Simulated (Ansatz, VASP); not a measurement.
# CdF2: VASP beside Ansatz

Wanted: the spread between two codes on one cell, functional and k mesh. The structure shown is the start of the Ansatz relaxation below; VASP solves that cell, so the two are compared at the walk's first step.

Main program and level: Ansatz 0.2.0; plane waves, with VASP 6.6.1 beside it; single point at PBE.

### Step 1. Starting point

The cell holds 3 atoms: 1 Cd and 2 F. Its edges and angles: a = 2.960 Å, b = 2.960 Å, c = 28.210 Å, α = 90.0°, β = 90.0°, γ = 60.2°. Vacuum lies along c. The height across the vacuum is the one that the program set for its solve, not the one typed.

### Step 2. Ansatz: relaxation, PBE

Ansatz runs on its default PAW (the set named soft_2) files.

The two programs are compared at the cell with which this relaxation starts, whose forces are those of its first step.

Contents of input.yaml:

```yaml
crystal:
  lattice:
    - [2.95993756, 0.0, 0.0]
    - [1.47006705, 2.56882686, 0.0]
    - [0.0, 0.0, 18.87396684]
  atoms:
    - { symbol: Cd, position: [0.66717091, 0.66549302, 0.5] }
    - { symbol: F, position: [0.0, 0.0, 0.55841449] }
    - { symbol: F, position: [0.33434183, 0.33098603, 0.44158551] }
  periodic: [true, true, false]
kpoints:
  mp_grid: { grid: [10, 10, 1] }
scf:
  occupations: { method: fermi_dirac, width: 0.05 }
hamiltonian:
  xc: pbe
  pseudopotentials: { kind: paw }
output:
  forces: true
  stress: true
relax:
  f_tol: 0.02
  max_steps: 50
  cell: {}
```

The run is started by

```
ansatz run input.yaml --threads 4 --pin off --max-ram 8192MiB --backend cpu --events-out ev --progress --plain --runs-dir out
```

Numbers of over 12 decimals in the logs are rounded to 6 here.

What it wrote:

```text
Warning: crystal.periodic: the lattice vector that does not repeat stood 0.000° off the slab's normal, 18.874 Å along it as the deck builds it. The run solves the slab on a vector along the normal, 28.210 Å long, with every atom where it was (on the deck's vector they left 16.67 Å outside them, and the widest stretch free of ions among them is 1.10 Å). A fractional position that the run reports is one of the run's ce [...]
crystal.periodic: the lattice vector that does not repeat stood 0.000° off the slab's normal, 18.874 Å along it as the deck builds it. The run solves the slab on a vector along the normal, 28.210 Å long, with every atom where it was (on the deck's vector they left 16.67 Å outside them, and the widest stretch free of ions among them is 1.10 Å). A fractional position that the run reports is one of the run's cell, which [...]
Engine: ansatz 0.2.0, x86_64-unknown-linux-gnu
Pseudopotentials: kind: paw
Pseudopotential: Cd, paw, valence charge 20, recommended cutoff 420 eV (normal), Cd.paw.azcp
Pseudopotential: F, paw, valence charge 7, recommended cutoff 420 eV (normal), F.paw.azcp
Functional definition: PBE
  parameter kappa = 0.804
  parameter beta = 0.066725
  exchange = pbe_x(kappa = kappa, mu = beta*pi^2/3)
  correlation = pbe_c(beta = beta)
Crystal: 3 atoms, lattice volume = 214.497 Å³
Basis set: ecut = 420 eV, 4111 PW (Γ), exchange–correlation on 40×40×384 points (8 copies of the dense FFT grid, shifted against one another)
Bands: 21, of which v1, the nominal top of the filled ones, is band 17 counted from 1 (16 counted from 0)
Symmetry: 2 space group operations
Space group: P-1 (ITA 2), of the structure as read, at distance tolerance 6.0e-5 Å
k-points: 52 of 100
Non-local potential: Cd, projectors of the file, l = 0: 3, l = 1: 2, l = 2: 2, l = 3: 1
Non-local potential: F, projectors of the file, l = 0: 2, l = 1: 2, l = 2: 1
PAW form: soft (Blöchl's): semilocal exchange-correlation on the pseudo side does not see the compensation charge
PAW one-centre angular grid: Cd, 590 points (default); XC on 64 Gauss nodes
PAW one-centre angular grid: F, 110 points (default); XC on 64 Gauss nodes
Initial density: superposition of atomic densities (neutral atoms: chi_scale 0, normalization atom), corrected by the library's trained network
Initial wavefunctions: pseudopotential atomic-orbital guess
Functional: x = pbe(κ = 0.804, μ = 0.219515), c = pbe(β = 0.066725)
SCF iter   1: F=—  HF=-9869.712854 eV  |F-HF|=—  |Δ(HF+E_count)|=         —  Δρ=1.87e-3  dr2=1.10e-2  ethr=1.77e-3  ⟨swp⟩=12.0  Hψ=8621  notcnv=0
preconditioner: auto → Resta (q_TF=auto, 2.007 Å⁻¹)  ε∞=1.6  [insulator: Δε(μ)=4.263 eV  Ē_g=16.601 eV  σ=0.050 eV  W_gap=1.00  n_scr=18 (ndim 8)  ℏωp=12.9 eV  f_vac=0.827  D(μ)=0.00/eV (n_scr^D=0)  ε∞_Penn≈1.6  vacuum switching on, ρ_ref=2.0e-2 e/Å³]
[...]
SCF iter   4: F=—  HF=-9871.954170 eV  |F-HF|=—  |Δ(HF+E_count)|=   2.45e-4  Δρ=1.60e-5  dr2=2.00e-7  ethr=6.83e-8  ⟨swp⟩=3.3  Hψ=2183  notcnv=0
SCF iter   5: F=—  HF=-9871.954270 eV  |F-HF|=—  |Δ(HF+E_count)|=   9.95e-5  Δρ=3.59e-6  dr2=1.22e-8  ethr=5.89e-10  ⟨swp⟩=3.8  Hψ=2724  notcnv=0
SCF iter   6: F=—  HF=-9871.954270 eV  |F-HF|=—  |Δ(HF+E_count)|=   4.27e-7  Δρ=5.72e-7  dr2=3.99e-10  ethr=3.60e-11  ⟨swp⟩=3.1  Hψ=2290  notcnv=0
SCF iter   7: F=—  HF=-9871.954270 eV  |F-HF|=—  |Δ(HF+E_count)|=   2.27e-9  Δρ=1.13e-7  dr2=2.37e-11  ethr=1.17e-12  ⟨swp⟩=3.3  Hψ=2461  notcnv=0
SCF iter   8: F=-9871.954270 eV  HF=-9871.954270 eV  |F-HF|=2.16e-10  |Δ(HF+E_count)|=   2.92e-9  Δρ=1.73e-8  dr2=4.88e-13  ethr=1.00e-12  ⟨swp⟩=8.1  Hψ=5986  notcnv=0
SCF 11 converged in 8 iterations: F = -9871.954270 eV  dr2 = 4.88e-13
relax step  11: F+E_penalty+E_count = -9871.95426995 eV  Δ(F+E_penalty+E_count) = -4.058e-2 eV  max|allowed force component| = 3.459e-3 eV/Å  Δτ_max = 0.0000 Å  P = +0.438 N/m  Ω = 304.070 Å³  fix = [c, alpha, beta]  reactions: c +0.000 N/m; alpha -0.000, beta +0.000 N/m/rad  stress off target by 4.45e-1 N/m on what of the cell is left free  SCF on the basis re-selected at this cell (its energy is not comparable with the rows above)  (8 SCF iters)
[...]
relax step  12: F+E_penalty+E_count = -9871.95441587 eV  Δ(F+E_penalty+E_count) = -1.459e-4 eV  max|allowed force component| = 5.476e-3 eV/Å  Δτ_max = 0.0101 Å  P = +0.090 N/m  Ω = 307.191 Å³  energy of the carried Pulay correction = -1.696e-3 eV  fix = [c, alpha, beta]  reactions: c -0.000 N/m; alpha -0.000, beta +0.000 N/m/rad  (7 SCF iters, dr2 threshold 3.00e-7 eV, accepted)
[...]
relax step  13: F+E_penalty+E_count = -9871.95396167 eV  Δ(F+E_penalty+E_count) = +4.542e-4 eV  max|allowed force component| = 2.806e-3 eV/Å  Δτ_max = 0.0052 Å  P = +0.015 N/m  Ω = 308.209 Å³  energy of the carried Pulay correction = -2.282e-3 eV  fix = [c, alpha, beta]  reactions: c -0.000 N/m; alpha -0.000, beta +0.000 N/m/rad  (6 SCF iters, dr2 threshold 1.45e-8 eV, accepted)
[...]
relax step  14: F+E_penalty+E_count = -9871.95632272 eV  Δ(F+E_penalty+E_count) = -2.361e-3 eV  max|allowed force component| = 3.085e-3 eV/Å  Δτ_max = 0.0000 Å  P = +0.033 N/m  Ω = 308.209 Å³  fix = [c, alpha, beta]  reactions: c -0.000 N/m; alpha -0.000, beta +0.000 N/m/rad  stress off target by 3.47e-2 N/m on what of the cell is left free  SCF on the basis re-selected at this cell (its energy is not comparable with the rows above)  (6 SCF iters)
basis re-selected at this cell: Δ(F+E_penalty+E_count) = -2.361e-3 eV, ΔP = +0.018 N/m vs the last step (what re-selecting the basis moved, of the pressure what is left beyond the Pulay correction that the steps carried, after the strain that the cell walked since its last selection, with what the two solves' SCF thresholds leave and, on support functions, any second-order correction that the steps lacked; it is no m [...]
SCF converged after 6 iterations
Free energy (F): -9871.956323 eV
Harris-Foulkes:  -9871.956323 eV  (|F-HF|=2.73e-11)
Internal energy: -9871.956323 eV  (E = F + TS)
E sigma→0 (E₀):  -9871.956323 eV
Fermi energy:    -6.777131 eV
--- Per-component energies (eV) ---
  E_band       = -994.727286
  E_kinetic    = 916.389960
  E_local      = -63335.515254  (includes V_loc(G=0)·N_el)
  E_nonlocal   = 183.628294
  E_hartree    = 31170.814978
  E_xc         = -334.593328
  E_vxc        = -423.775211  (∫ρ·V_xc dr)
  E_paw        = -4487.244027  (= ΣΔE_a)
  E_vpaw       = -677.089010  (= ΣTr[D̂ρ^β])
  E_aug_tail   = 0.004128  (compensation charges beyond the density's cutoff)
  E_ewald      = 26014.558927
  E_smearing   = -0.000000  (= −TS)
  E_closure    = -0.000000  (closes the sum)
  Σ components = -9871.956323   (vs F -9871.956323, Δ=0.00e0)
--- Forces (eV/Å), atoms counted from 1 ---
  atom   1  Cd     0.00000000     0.00000000     0.00000000
  atom   2  F      0.00009424     0.00005723     0.00308527
  atom   3  F     -0.00009424    -0.00005723    -0.00308527
  max |Σ_I F_I| component: 0.00e0 eV/Å
--- 2D stress c σ (N/m, compression-positive) ---
        0.034525       0.000702      -0.000000
        0.000702       0.030823       0.000000
       -0.000000       0.000000       0.000000
  P = ½ c Tr σ = 0.0327 N/m
--- Relaxed structure (11 steps of the walk, 11 accepted, 3 SCFs on fresh bases) ---
  F+E_penalty+E_count = -9871.95632272 eV   max|allowed force component| = 3.085e-3 eV/Å   (the final SCF, on the basis selected at the relaxed cell)
  cell:  # Å, volume = 308.2091 Å³
    - [3.551610, 0.00676786, 0]
    - [1.769798, 3.079584, 0]
    - [0, 0, 28.210053]
  atoms:
    - { symbol: Cd, position: [0.667171, 0.665493, 0.334526] }
    - { symbol: F, position: [0.000497703, -0.00116936, 0.369782] }
    - { symbol: F, position: [0.333844, 0.332155, 0.299269] }
```

### Step 3. VASP: single point, PBE, start cell

The same cell, functional, mesh and smearing now go to VASP, with its own data sets.

Lines of VASP's logs that name or quote its potential files are left out, and so is its time.

Contents of INCAR:

```
SYSTEM = CdF2
PREC = Accurate
ENCUT = 520
EDIFF = 1E-06
NELM = 120
ISMEAR = -1
SIGMA = 0.05
LREAL = .FALSE.
ALGO = Normal
GGA = PE
NBANDS = 19
LORBIT = 11
LWAVE = .FALSE.
LCHARG = .FALSE.
ISIF = 2
LDIPOL = .TRUE.
IDIPOL = 3
DIPOL = 0.5 0.5 0.335
LVHAR = .TRUE.
LASPH = .TRUE.
GGA_COMPAT = .FALSE.
EFERMI = MIDGAP
NELMDL = -8
KPAR = 2
```

Contents of POSCAR:

```
CdF2
1.0
    2.9599380000      0.0000000000      0.0000000000
    1.4700670000      2.5688270000      0.0000000000
    0.0000000000      0.0000000000     28.2100530000
Cd F
1 2
Direct
    0.6671710432      0.6654928495      0.3345255324
    0.0000000000      0.0000000000      0.3736078411
    0.3343418931      0.3309860882      0.2954432592
```

Contents of KPOINTS:

```
Automatic mesh
0
Gamma
10 10 1
0 0 0
```

PAW data sets: Cd and F (PBE family, release 64).

The run is started by

```
mpirun -np 2 vasp_std
```

What it wrote:

```text
[banner, memory and clock lines left out]
running    2 mpi-ranks, on    1 nodes
 distrk:  each k-point on    1 cores,    2 groups
 distr:  one band on    1 cores,    1 groups

 POSCAR found type information on POSCAR CdF
 POSCAR found :  2 types and       3 ions
 LDA part: xc-table for (Slater+PW92), standard interpolation
 POSCAR, INCAR and KPOINTS ok, starting setup
 FFT: planning ... GRIDC
 FFT: planning ... GRID_SOFT
 FFT: planning ... GRID
 WAVECAR not read
 entering main loop
       N       E                     dE             d eps       ncg     rms          rms(c)
DAV:   1     0.253203576166E+03    0.25320E+03   -0.11035E+04  2088   0.106E+03
DAV:   2     0.141867378815E+02   -0.23902E+03   -0.22746E+03  2710   0.287E+02
DAV:   3    -0.958475521460E+01   -0.23771E+02   -0.23521E+02  2314   0.106E+02
DAV:   4    -0.988439665299E+01   -0.29964E+00   -0.29953E+00  2459   0.130E+01
DAV:   5    -0.988638401160E+01   -0.19874E-02   -0.19873E-02  2356   0.952E-01
DAV:   6    -0.988640608725E+01   -0.22076E-04   -0.22074E-04  2517   0.957E-02
DAV:   7    -0.988640641627E+01   -0.32902E-06   -0.32905E-06  2371   0.959E-03
DAV:   8    -0.988640642293E+01   -0.66611E-08   -0.66247E-08  1775   0.124E-03    0.217E+01
DAV:   9    -0.821375793880E+01    0.16726E+01   -0.61082E+00  2710   0.351E+01    0.160E+01
DAV:  10    -0.823350920748E+01   -0.19751E-01   -0.96806E-01  2155   0.100E+01    0.474E+00
DAV:  11    -0.822492275613E+01    0.85865E-02   -0.69588E-02  2564   0.231E+00    0.435E-01
DAV:  12    -0.822447649802E+01    0.44626E-03   -0.10325E-02  2751   0.206E+00    0.281E-01
DAV:  13    -0.822479397788E+01   -0.31748E-03   -0.17571E-03  2321   0.422E-01    0.210E-01
DAV:  14    -0.822489196547E+01   -0.97988E-04   -0.64542E-05  2558   0.810E-02    0.221E-02
DAV:  15    -0.822504296971E+01   -0.15100E-03   -0.47195E-05  2346   0.554E-02    0.137E-02
DAV:  16    -0.822511153048E+01   -0.68561E-04   -0.13214E-05  2501   0.498E-02    0.583E-03
DAV:  17    -0.822519968424E+01   -0.88154E-04   -0.33850E-05  2426   0.278E-02    0.575E-03
DAV:  18    -0.822521722490E+01   -0.17541E-04   -0.33027E-06  2081   0.204E-02    0.327E-03
DAV:  19    -0.822522388599E+01   -0.66611E-05   -0.13484E-06  1862   0.110E-02    0.215E-03
DAV:  20    -0.822522580917E+01   -0.19232E-05   -0.67562E-07  1962   0.612E-03    0.108E-03
DAV:  21    -0.822522626571E+01   -0.45654E-06   -0.80810E-08  2009   0.232E-03
   1 F= -.82252263E+01 E0= -.82252263E+01  d E =-.261452E-19
```

OUTCAR, selected parts (step 3):

```text
ion  position               nearest neighbor table
   1  0.667  0.665  0.335-   3 2.03   2 2.03   2 2.03   3 2.03   3 2.04   2 2.04
   2  0.000  0.000  0.374-   1 2.03   1 2.03   1 2.04
   3  0.334  0.331  0.295-   1 2.03   1 2.03   1 2.04

  LATTYP: Found a simple monoclinic cell.
 ALAT       =     2.9597245041
 B/A-ratio  =     9.5313104178
 C/A-ratio  =     1.0000721337
 COS(beta)  =    -0.4966904852

 Subroutine GETGRP returns: Found  2 space group operations
 (whereof  1 operations were pure point group operations)

The static configuration has the point symmetry C_1 .
 The point group associated with its full space group is S_2 .

 Found     52 irreducible k-points:

   k-points           NKPTS =     52   k-points in BZ     NKDIM =     52   number of bands    NBANDS=     19

   dimension x,y,z NGX =    24 NGY =   24 NGZ =  210
   dimension x,y,z NGXF=    48 NGYF=   48 NGZF=  420

   ENCUT  =  520.0 eV  38.22 Ry    6.18 a.u.   5.50  5.50 52.45*2*pi/ulx,y,z

   NELECT =      26.0000    total number of electrons

 k-points in reciprocal lattice and weights: Automatic mesh
   0.00000000  0.00000000  0.00000000       0.010
   0.10000000 -0.00000000  0.00000000       0.020
   0.20000000 -0.00000000  0.00000000       0.020
   0.30000000  0.00000000  0.00000000       0.020
   0.40000000 -0.00000000  0.00000000       0.020
   0.50000000 -0.00000000  0.00000000       0.010
   0.00000000  0.10000000  0.00000000       0.020
   0.10000000  0.10000000  0.00000000       0.020
   0.20000000  0.10000000  0.00000000       0.020
[...]
0.40000000  0.50000000  0.00000000       0.020
   0.50000000  0.50000000  0.00000000       0.010

 dipolmoment           0.000000      0.000000     -0.000010 electrons x Angstroem

 average (electrostatic) potential at core
       1 -45.0442       2 -84.8581       3 -84.8581

 E-fermi :  -4.8902

 k-point     1 :       0.0000    0.0000    0.0000
  band No.  band energies     occupation
    ...
      9      -9.6059      2.00000
     10      -9.5394      2.00000
     11      -9.5234      2.00000
     12      -7.0021      2.00000
     13      -6.9861      2.00000
     14      -2.7942      0.00000
     15       0.3904      0.00000
     16       1.2043      0.00000
     17       1.4228      0.00000
     18       1.5825      0.00000
    ...

 k-point     2 :       0.1000   -0.0000    0.0000
  band No.  band energies     occupation
    ...
      9      -9.5755      2.00000
     10      -9.4749      2.00000
     11      -9.2439      2.00000
     12      -7.2497      2.00000
     13      -7.0294      2.00000
     14      -2.3890      0.00000
     15       0.6921      0.00000
     16       1.4257      0.00000
     17       1.6414      0.00000
     18       1.8282      0.00000
    ...

 k-point     3 :       0.2000   -0.0000    0.0000
  band No.  band energies     occupation
    ...
      9      -9.4844      2.00000
     10      -9.4351      2.00000
     11      -9.2165      2.00000
     12      -7.7010      2.00000
     13      -7.1059      2.00000
     14      -1.3592      0.00000
     15       1.4660      0.00000
     16       2.0824      0.00000
     17       2.2975      0.00000
     18       2.5399      0.00000
    ...

  Total       16.5473340     16.6244265      9.1519982      0.0659350     -0.0152199      0.1041902
  in kB      123.5996506    124.1754894     68.3604849      0.4924988     -0.1136844      0.7782443
  external PRESSURE =     105.3785416 kB  Pullay stress =       0.0000000 kB

  energy-cutoff  :      520.00
  volume of cell :      214.50
      direct lattice vectors                 reciprocal lattice vectors
     2.959938000  0.000000000  0.000000000     0.337844914 -0.193339084  0.000000000
     1.470067000  2.568827000  0.000000000     0.000000000  0.389282735  0.000000000
     0.000000000  0.000000000 28.210053000     0.000000000  0.000000000  0.035448356

 POSITION                                       TOTAL-FORCE (eV/Angst)
 -----------------------------------------------------------------------------------
      2.95310      1.70954      9.43698         0.000000      0.000000      0.000000
      0.00000      0.00000     10.53950         0.047248     -0.007211      4.193322
      1.47620      0.85025      8.33447        -0.047248      0.007211     -4.193322
 -----------------------------------------------------------------------------------
    total drift:                                0.000005     -0.001775     -0.002645

  FREE ENERGIE OF THE ION-ELECTRON SYSTEM (eV)
  ---------------------------------------------------
  free  energy   TOTEN  =        -8.2252262657 eV

  energy  without entropy=       -8.2252262657  energy(sigma->0) =       -8.22522627

 vacuum level on the upper side and lower side of the slab         1.352         1.352

 total charge
# of ion       s       p       d       tot
------------------------------------------
    1        0.354   0.410   9.836  10.600
    2        1.748   4.406   0.000   6.154
    3        1.748   4.406   0.000   6.154
--------------------------------------------------
tot          3.850   9.222   9.836  22.909

[... 3 further parts left out ...]
```

### Step 4. Side by side

Known differences besides the potentials themselves: Ansatz cuts the interaction across the vacuum, VASP repeats the sheet with a dipole correction; the data sets hold 34 valence electrons in Ansatz (on its default PAW (the set named soft_2) files) and 26 in VASP; the cutoff is 420 eV in Ansatz and 520 eV in VASP. Total energies have different zeros and are not compared.

Forces (eV/Å; atoms numbered as in POSCAR):

| atom | Ansatz x, y, z | VASP x, y, z |
| --- | --- | --- |
| Cd1 | 0.000, 0.000, 0.000 | 0.000, 0.000, 0.000 |
| F2 | 0.043, -0.006, 3.866 | 0.047, -0.007, 4.193 |
| F3 | -0.043, 0.006, -3.866 | -0.047, 0.007, -4.193 |

The forces differ by 154 meV/Å r.m.s., which is 7.8 % of the r.m.s. force of 1.977 eV/Å (both taken over all components). With vacuum in the cell, a pressure given here is an average over mostly empty space and none of the material.

### Step 5. What the set-up changes

Further runs change the set-up of one program: Ansatz's method, potentials or start, or VASP's data sets, cutoff or form of LDA. The table gives that difference for each run.

| run | r.m.s. force difference (meV/Å) |
| --- | --- |
| as above | 154 |
| VASP with the data sets Cd_sv_GW and F | 15 |

### Step 6. Results

```json
{
  "r.m.s. force difference (single point, PBE, start cell)": "7.8 % of the r.m.s. force"
}
```

The r.m.s. force difference is 7.8 % of the r.m.s. force (single point, PBE, start cell), beyond the 3 % picked in this series as the mark of a large difference. The data sets hold unlike numbers of valence electrons (34 in Ansatz and 26 in VASP), so part of the differences comes from the potentials. Single point, PBE, start cell, VASP with the data sets Cd_sv_GW and F: r.m.s. force difference goes from 154 to 15 meV/Å. 1 further run of this series is not shown here. Such differences can come from data sets, numerical settings and the points named under the comparisons, not from the functional's error against experiment.

[Lines on the potential files, build, host, timing and source positions are cut from VASP's logs without a mark.]

[Logs are printed without paths, hosts, clocks, repeated set-up lines and the standing remarks that a program may print on its own settings, such as how far it seeks lower states.]

[Hosts, paths, dates, database ids (printed as entryN), source tags and the programs' standing remarks are cut or masked in the printed files.]
